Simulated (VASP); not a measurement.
The input files of a VASP run:

File POSCAR:
```
LuN
1.0
  3.2165131845   0.0000000000   0.0000000000
 -1.6082565922   2.7855816732   0.0000000000
  0.0000000000   0.0000000000   2.9317787627
Lu N
1 1
Cart
  3.2165131845   0.0000000000   0.0000000000
  1.6082582005   0.9285262959   1.4658893814
```

KPOINTS:
```
Regular mesh
0
gamma
  10 10 8
0 0 0
```

### INCAR
```
LWAVE=.False.
EDIFFG=-0.01   # ionic stop
PREC=Accurate
PSTRESS=200
LMAXMIX=6
ALGO=Normal
LASPH=.True.
LCHARG=.False.
EDIFF=1E-7   # SCF stop (eV)
LREAL=.False.
IBRION=2
GGA=PS   # PBEsol
ENCUT=600
SYSTEM=LuN
NSW=40
NELM=100
SIGMA=0.05   # width (eV)
ISIF=3
ISMEAR=0   # Gaussian
```

POTCAR, in this order: Lu_3 N (PBE.64 set). Program: vasp_std.

Translate this PBEsol calculation to Ansatz.

One equivalent input (not run):
Ansatz 0.2 input:
```yaml
crystal:
  lattice:
    - [3.2165132, 0.0000000, 0.0000000]
    - [-1.6082566, 2.7855817, 0.0000000]
    - [0.0000000, 0.0000000, 2.9317788]
  atoms:
    - { symbol: Lu, position: [1.0000000, 0.0000000, 0.0000000] }
    - { symbol: N, position: [0.6666670, 0.3333330, 0.5000000] }
kpoints:
  mp_grid: { grid: [10, 10, 8] }
hamiltonian:
  xc: pbesol
  pseudopotentials: { kind: paw }
scf:
  occupations: { method: gaussian, width: 0.05 }
  max_iter: 100
relax:
  max_steps: 40
  f_tol: 0.01
  cell: { p_target: 20 }
output: { forces: true, stress: true, eigenvalues: true }
```
The two are equivalent in intent, not identical: each code has its own PAW files, so the cut-off isn't converted (ENCUT is set for VASP's; basis.ecutwfc is left out, and Ansatz then takes the one that its files recommend); Ansatz stops its SCF on the density residual and VASP on the energy change (EDIFF).

The structure was generated: LuN was put into the WC type (P-6m2), which need not be its known phase. This run relaxes it under an external pressure of 20 GPa. Symmetry was kept, so distortions that lower it aren't found.
